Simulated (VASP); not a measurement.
All values below come from PBE GGA, VASP's PBE PAW potentials (set 64) (plane waves; VASP).

The input files of a VASP run:

### POSCAR
```
PbF2
1
    0.0000000000     2.9970633655     2.9970633655
    2.9970633655     0.0000000000     2.9970633655
    2.9970633655     2.9970633655     0.0000000000
Pb F
1 2
Direct
  1.0000000000   0.0000000000   1.0000000000
  0.2500000000   0.2500000000   0.2500000000
  0.7500000000   0.7500000000   0.7500000000
```

KPOINTS:
```
Automatic mesh
0
Gamma
7 7 7
0 0 0
```

**INCAR**
```
# general
SYSTEM   = PbF2
PREC     = Accurate
ENCUT    = 520   # plane-wave cut-off (eV)
LREAL    = .FALSE.   # projection in real space or not
LASPH    = .TRUE.   # aspherical one-centre terms

# electronic loop
EDIFF    = 1E-8   # SCF stop (eV)
NELM     = 100
ALGO     = Normal   # blocked Davidson
LMAXMIX  = 4   # l cut-off of mixed one-centre charges

# smearing
ISMEAR   = 0
SIGMA    = 0.01

# functional
GGA      = PE   # PBE

# ions
IBRION   = 8
NSW      = 1   # most ionic steps

# output
LWAVE    = .FALSE.
LCHARG   = .FALSE.

# other
LEPSILON = .TRUE.
```

POTCAR, in this order: Pb_d F (PBE.64 set). Program: vasp_std.

The resulting files:

OSZICAR:
```
...
RMM:  10    -0.408637606219E+00   -0.15049E-08   -0.43270E-08   795   0.140E-03
 Linear response to external field, progress :
  Direction:   1
       N       E                     dE             d eps       ncg     rms          rms(c)
RMM:   1    -0.369876876699E+00   -0.36988E+00   -0.14942E+00  2637   0.445E+00
RMM:   2    -0.388230679939E+00   -0.18354E-01   -0.21095E-02  2403   0.109E+00    0.117E+00
RMM:   3    -0.354291197790E+00    0.33939E-01   -0.29091E-02  2075   0.134E+00    0.579E-01
RMM:   4    -0.363017898668E+00   -0.87267E-02   -0.27277E-02  2390   0.117E+00    0.140E-01
RMM:   5    -0.369766013029E+00   -0.67481E-02   -0.13898E-03  2331   0.365E-01    0.252E-02
RMM:   6    -0.370987003592E+00   -0.12210E-02   -0.14834E-04  2208   0.150E-01    0.135E-02
RMM:   7    -0.371126576975E+00   -0.13957E-03   -0.35435E-05  2053   0.692E-02    0.180E-03
RMM:   8    -0.371242590868E+00   -0.11601E-03   -0.13425E-05  2333   0.315E-02    0.907E-04
RMM:   9    -0.371225665923E+00    0.16925E-04   -0.19786E-06  2288   0.161E-02    0.489E-04
RMM:  10    -0.371233795758E+00   -0.81298E-05   -0.14280E-06  2407   0.753E-03    0.119E-04
RMM:  11    -0.371232289631E+00    0.15061E-05    0.58183E-07  2350   0.295E-03    0.536E-05
RMM:  12    -0.371232192735E+00    0.96896E-07   -0.49639E-07  2163   0.107E-03    0.299E-05
RMM:  13    -0.371232280641E+00   -0.87906E-07    0.16161E-07  1474   0.384E-04    0.153E-05
RMM:  14    -0.371232352337E+00   -0.71695E-07   -0.44425E-08  1236   0.181E-04    0.363E-06
 Linear response to external field, progress :
  Direction:   2
       N       E                     dE             d eps       ncg     rms          rms(c)
RMM:   1    -0.369801923251E+00   -0.36980E+00   -0.14935E+00  2646   0.445E+00
RMM:   2    -0.388229683177E+00   -0.18428E-01   -0.21137E-02  2403   0.109E+00    0.117E+00
RMM:   3    -0.354287206464E+00    0.33942E-01   -0.29069E-02  2077   0.134E+00    0.579E-01
RMM:   4    -0.363015942354E+00   -0.87287E-02   -0.27277E-02  2391   0.117E+00    0.140E-01
RMM:   5    -0.369757156976E+00   -0.67412E-02   -0.13838E-03  2334   0.363E-01    0.252E-02
RMM:   6    -0.370987734293E+00   -0.12306E-02   -0.14381E-04  2207   0.150E-01    0.135E-02
RMM:   7    -0.371125336345E+00   -0.13760E-03   -0.34613E-05  2054   0.690E-02    0.183E-03
RMM:   8    -0.371242499740E+00   -0.11716E-03   -0.13263E-05  2328   0.315E-02    0.900E-04
RMM:   9    -0.371225984287E+00    0.16515E-04   -0.20708E-06  2289   0.162E-02    0.488E-04
RMM:  10    -0.371233889480E+00   -0.79052E-05   -0.14710E-06  2405   0.766E-03    0.125E-04
RMM:  11    -0.371232270609E+00    0.16189E-05    0.56631E-07  2307   0.298E-03    0.547E-05
RMM:  12    -0.371232178051E+00    0.92558E-07   -0.47640E-07  2254   0.108E-03    0.297E-05
RMM:  13    -0.371232208555E+00   -0.30503E-07    0.16531E-07  1522   0.396E-04    0.162E-05
RMM:  14    -0.371232310334E+00   -0.10178E-06   -0.40411E-08  1387   0.187E-04    0.378E-06
 Linear response to external field, progress :
  Direction:   3
       N       E                     dE             d eps       ncg     rms          rms(c)
RMM:   1    -0.369801038796E+00   -0.36980E+00   -0.14935E+00  2646   0.445E+00
RMM:   2    -0.388229672321E+00   -0.18429E-01   -0.21122E-02  2402   0.109E+00    0.117E+00
RMM:   3    -0.354287213253E+00    0.33942E-01   -0.29069E-02  2077   0.134E+00    0.579E-01
RMM:   4    -0.363015916437E+00   -0.87287E-02   -0.27277E-02  2391   0.117E+00    0.140E-01
RMM:   5    -0.369757054154E+00   -0.67411E-02   -0.13834E-03  2332   0.363E-01    0.252E-02
RMM:   6    -0.370987756691E+00   -0.12307E-02   -0.14386E-04  2205   0.150E-01    0.135E-02
RMM:   7    -0.371125294500E+00   -0.13754E-03   -0.34635E-05  2055   0.690E-02    0.183E-03
RMM:   8    -0.371242502366E+00   -0.11721E-03   -0.13273E-05  2329   0.315E-02    0.900E-04
RMM:   9    -0.371225988640E+00    0.16514E-04   -0.20729E-06  2293   0.162E-02    0.489E-04
RMM:  10    -0.371233885800E+00   -0.78972E-05   -0.14714E-06  2406   0.766E-03    0.125E-04
RMM:  11    -0.371232270203E+00    0.16156E-05    0.56652E-07  2307   0.298E-03    0.548E-05
RMM:  12    -0.371232176190E+00    0.94014E-07   -0.47647E-07  2252   0.108E-03    0.297E-05
RMM:  13    -0.371232213441E+00   -0.37251E-07    0.95953E-08  1515   0.396E-04    0.163E-05
RMM:  14    -0.371232315864E+00   -0.10242E-06   -0.45016E-08  1390   0.185E-04    0.379E-06
 Linear response DOF=           2
 Linear response progress:
  Degree of freedom:   1/  2
       N       E                     dE             d eps       ncg     rms          rms(c)
RMM:   1    -0.331048104592E+00   -0.33105E+00   -0.25092E-01  2061   0.518E+00
RMM:   2    -0.333117839868E+00   -0.20697E-02   -0.90287E-03  2206   0.942E-01    0.548E-02
RMM:   3    -0.332732481531E+00    0.38536E-03   -0.86001E-04  2240   0.242E-01    0.317E-02
RMM:   4    -0.331921224459E+00    0.81126E-03   -0.10497E-04  2259   0.993E-02    0.659E-03
RMM:   5    -0.331990070480E+00   -0.68846E-04   -0.14251E-05  2222   0.379E-02    0.414E-03
RMM:   6    -0.332042388970E+00   -0.52318E-04   -0.32627E-06  2192   0.185E-02    0.831E-04
RMM:   7    -0.332049828165E+00   -0.74392E-05   -0.97527E-07  2201   0.891E-03    0.241E-04
RMM:   8    -0.332046525759E+00    0.33024E-05   -0.32797E-07  2295   0.498E-03    0.839E-05
RMM:   9    -0.332048640959E+00   -0.21152E-05   -0.11222E-07  2280   0.237E-03    0.520E-05
RMM:  10    -0.332048729372E+00   -0.88413E-07   -0.35440E-08  2287   0.116E-03    0.231E-05
RMM:  11    -0.332048293011E+00    0.43636E-06   -0.18246E-08  2354   0.598E-04    0.838E-06
RMM:  12    -0.332048306523E+00   -0.13512E-07   -0.10116E-08  2395   0.274E-04    0.378E-06
RMM:  13    -0.332048273186E+00    0.33336E-07   -0.17394E-09  2354   0.117E-04    0.941E-07
RMM:  14    -0.332048262231E+00    0.10956E-07   -0.40398E-09  1943   0.480E-05    0.109E-06
RMM:  15    -0.332048258781E+00    0.34492E-08   -0.15253E-09  1559   0.226E-05    0.780E-07
 Linear response progress:
  Degree of freedom:   2/  2
       N       E                     dE             d eps       ncg     rms          rms(c)
RMM:   1    -0.545185868486E+00   -0.54519E+00    0.63165E-01  4650   0.469E+00
RMM:   2    -0.536258001212E+00    0.89279E-02   -0.18884E-02  3368   0.134E+00    0.762E-02
RMM:   3    -0.537607864921E+00   -0.13499E-02   -0.37347E-03  3628   0.628E-01    0.408E-02
RMM:   4    -0.539145482820E+00   -0.15376E-02   -0.11204E-03  3628   0.308E-01    0.125E-02
RMM:   5    -0.539256649562E+00   -0.11117E-03   -0.22701E-04  3998   0.138E-01    0.706E-03
RMM:   6    -0.539168736023E+00    0.87914E-04   -0.27571E-05  3588   0.453E-02    0.124E-03
RMM:   7    -0.539197833746E+00   -0.29098E-04   -0.39538E-06  3653   0.161E-02    0.557E-04
RMM:   8    -0.539199882392E+00   -0.20486E-05   -0.59343E-07  3841   0.611E-03    0.271E-04
RMM:   9    -0.539191329707E+00    0.85527E-05   -0.85225E-08  3651   0.232E-03    0.107E-04
RMM:  10    -0.539193072537E+00   -0.17428E-05   -0.17417E-08  3886   0.987E-04    0.208E-05
RMM:  11    -0.539193422699E+00   -0.35016E-06   -0.18119E-09  4017   0.426E-04    0.159E-05
RMM:  12    -0.539193557113E+00   -0.13441E-06   -0.17564E-09  3977   0.143E-04    0.993E-06
RMM:  13    -0.539193412263E+00    0.14485E-06    0.23353E-10  3757   0.639E-05    0.246E-06
RMM:  14    -0.539193429573E+00   -0.17310E-07   -0.88155E-12  3866   0.247E-05    0.747E-07
RMM:  15    -0.539193436222E+00   -0.66486E-08    0.19889E-11  3116   0.946E-06    0.298E-07
 Linear response finished
```

### OUTCAR
```
------------------------ aborting loop because EDIFF is reached ----------------------------------------

 HEAD OF MICROSCOPIC STATIC DIELECTRIC TENSOR (INDEPENDENT PARTICLE, excluding Hartree and local field effects)
 ------------------------------------------------------
           3.612606    -0.000000     0.000000
           0.000000     3.612606     0.000000
           0.000000    -0.000000     3.612606
 ------------------------------------------------------

 MACROSCOPIC STATIC DIELECTRIC TENSOR (including local field effects in DFT)
 ------------------------------------------------------
           3.287052     0.000000     0.000000
          -0.000000     3.287052    -0.000000
           0.000000     0.000000     3.287052
 ------------------------------------------------------

 PIEZOELECTRIC TENSOR (including local field effects)  for field in x, y, z        (e  Angst)
          XX          YY          ZZ          XY          YZ          ZX
  --------------------------------------------------------------------------------
  x     0.00000     0.00000     0.00000     0.00000     0.00000     0.00000
  y     0.00000     0.00000     0.00000     0.00000     0.00000     0.00000
  z     0.00000     0.00000     0.00000     0.00000     0.00000     0.00000

 PIEZOELECTRIC TENSOR (including local field effects)  for field in x, y, z        (C/m^2)
          XX          YY          ZZ          XY          YZ          ZX
  --------------------------------------------------------------------------------
  x     0.00000     0.00000     0.00000     0.00000     0.00000     0.00000
  y     0.00000     0.00000     0.00000     0.00000     0.00000     0.00000
  z     0.00000     0.00000     0.00000     0.00000     0.00000     0.00000

 BORN EFFECTIVE CHARGES (including local field effects) (in |e|, cummulative output)
 ---------------------------------------------------------------------------------
 ion    1
    1     3.16530     0.00000     0.00000
    2     0.00000     3.16530     0.00000
    3     0.00000     0.00000     3.16530
 ion    2
    1    -1.58265     0.00000     0.00000
    2     0.00000    -1.58265     0.00000
    3     0.00000     0.00000    -1.58265
 ion    3
    1    -1.58265     0.00000     0.00000
    2     0.00000    -1.58265     0.00000
    3     0.00000     0.00000    -1.58265

   1 f  =    7.257226 THz    45.598494 2PiTHz  242.074995 cm-1    30.013461 meV
             X         Y         Z           dx          dy          dz
      0.000000  0.000000  0.000000     0.000000   -0.000000   -0.000000
      1.498532  1.498532  1.498532     0.103270   -0.699525   -0.000000
      4.495595  4.495595  4.495595    -0.103270    0.699525    0.000000

   2 f  =    7.257226 THz    45.598494 2PiTHz  242.074995 cm-1    30.013461 meV
             X         Y         Z           dx          dy          dz
      0.000000  0.000000  0.000000    -0.000000    0.000000    0.000000
      1.498532  1.498532  1.498532    -0.000000    0.000000   -0.707107
      4.495595  4.495595  4.495595     0.000000   -0.000000    0.707107

   3 f  =    7.257226 THz    45.598494 2PiTHz  242.074995 cm-1    30.013461 meV
             X         Y         Z           dx          dy          dz
      0.000000  0.000000  0.000000     0.000000    0.000000   -0.000000
      1.498532  1.498532  1.498532     0.699525    0.103270    0.000000
      4.495595  4.495595  4.495595    -0.699525   -0.103270    0.000000

   4 f  =    3.021069 THz    18.981936 2PiTHz  100.772011 cm-1    12.494131 meV
             X         Y         Z           dx          dy          dz
      0.000000  0.000000  0.000000    -0.167265    0.342014    0.030762
      1.498532  1.498532  1.498532     0.286169   -0.585140   -0.052630
      4.495595  4.495595  4.495595     0.286169   -0.585140   -0.052630

   5 f  =    3.021069 THz    18.981936 2PiTHz  100.772011 cm-1    12.494131 meV
             X         Y         Z           dx          dy          dz
      0.000000  0.000000  0.000000     0.000263   -0.034090    0.380441
      1.498532  1.498532  1.498532    -0.000451    0.058323   -0.650884
      4.495595  4.495595  4.495595    -0.000451    0.058323   -0.650884

   6 f  =    3.021069 THz    18.981936 2PiTHz  100.772011 cm-1    12.494131 meV
             X         Y         Z           dx          dy          dz
      0.000000  0.000000  0.000000     0.343395    0.166619    0.014692
      1.498532  1.498532  1.498532    -0.587502   -0.285063   -0.025137
      4.495595  4.495595  4.495595    -0.587502   -0.285063   -0.025137

   7 f/i=    0.038306 THz     0.240681 2PiTHz    1.277735 cm-1     0.158419 meV
             X         Y         Z           dx          dy          dz
      0.000000  0.000000  0.000000     0.412552    0.064402    0.824473
      1.498532  1.498532  1.498532     0.120568    0.018822    0.240952
      4.495595  4.495595  4.495595     0.120568    0.018822    0.240952

   8 f/i=    0.038306 THz     0.240681 2PiTHz    1.277735 cm-1     0.158419 meV
             X         Y         Z           dx          dy          dz
      0.000000  0.000000  0.000000     0.815064    0.124210   -0.417546
      1.498532  1.498532  1.498532     0.238202    0.036300   -0.122028
      4.495595  4.495595  4.495595     0.238202    0.036300   -0.122028

   9 f/i=    0.038306 THz     0.240681 2PiTHz    1.277735 cm-1     0.158419 meV
             X         Y         Z           dx          dy          dz
      0.000000  0.000000  0.000000     0.139907   -0.913524    0.001351
      1.498532  1.498532  1.498532     0.040888   -0.266977    0.000395
      4.495595  4.495595  4.495595     0.040888   -0.266977    0.000395

 MACROSCOPIC STATIC DIELECTRIC TENSOR IONIC CONTRIBUTION
 ------------------------------------------------------
          29.115198     0.000000     0.000000
           0.000000    29.115198     0.000000
           0.000000     0.000000    29.115198
 ------------------------------------------------------

 ELASTIC MODULI CONTR FROM IONIC RELAXATION (kBar)
 Direction    XX          YY          ZZ          XY          YZ          ZX
 --------------------------------------------------------------------------------
 XX          -0.0000      0.0000     -0.0000      0.0000     -0.0000      0.0000
...
```
(Selected blocks of OUTCAR.)

The compound is PbF2 in the fluorite structure, the β form. It was relaxed first.
